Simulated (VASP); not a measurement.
Method: vdW-DF2, VASP's PBE PAW potentials (set 64) (plane waves; VASP 6.6.1).

VASP ran on this input.

### INCAR
```
! general
SYSTEM   = BaZrO3
PREC     = Accurate
ENCUT    = 520
LREAL    = .False.
LASPH    = .True.

! electronic loop
EDIFF    = 1E-7
NELM     = 100
ALGO     = Normal
LMAXMIX  = 4

! smearing
ISMEAR   = 0
SIGMA    = 0.05

! functional
GGA      = ML
LUSE_VDW = .True.
AGGAC    = 0.0
ZAB_VDW  = -1.8867

! ions
ISIF     = 2

! output
LWAVE    = .False.
LCHARG   = .False.
```

KPOINTS:
```
kpoints
0
gamma
  5 5 5
0 0 0
```

POSCAR:
```
BaZrO3
1
    4.2970745968     0.0000000000     0.0000000000
    0.0000000000     4.2970745968     0.0000000000
    0.0000000000     0.0000000000     4.2970745968
Ba Zr O
1 1 3
Direct
  0.0000000000   0.0000000000   0.0000000000
  0.5000000000   0.5000000000   0.5000000000
  0.5000000000   0.0000000000   0.5000000000
  0.0000000000   0.5000000000   0.5000000000
  0.5000000000   0.5000000000   0.0000000000
```

POTCAR, in this order: Ba_sv Zr_sv O (PBE.64 set). Program: vasp_std.

### Question
Predict the energy per atom (σ→0).

### Answer

```yaml
energy per atom (σ→0): -6.459 eV/atom
```

OSZICAR:
```
...
DAV:   9    -0.322945281803E+02    0.26116E-04   -0.70153E-02   704   0.159E+00    0.564E-01
DAV:  10    -0.322964240662E+02   -0.18959E-02   -0.21523E-02   640   0.136E+00    0.305E-01
DAV:  11    -0.322957119791E+02    0.71209E-03   -0.45698E-03   640   0.540E-01    0.431E-02
DAV:  12    -0.322957481095E+02   -0.36130E-04   -0.25902E-04   624   0.122E-01    0.319E-02
DAV:  13    -0.322957458749E+02    0.22346E-05   -0.40638E-05   616   0.485E-02    0.328E-03
DAV:  14    -0.322957463123E+02   -0.43737E-06   -0.25882E-06   712   0.123E-02    0.381E-03
DAV:  15    -0.322957463729E+02   -0.60601E-07   -0.19497E-07   520   0.393E-03
   1 F= -.32295746E+02 E0= -.32295746E+02  d E =-.256845E-14
```

The compound is BaZrO3 in the cubic perovskite structure. It was relaxed first, which changed the volume by +8 %.
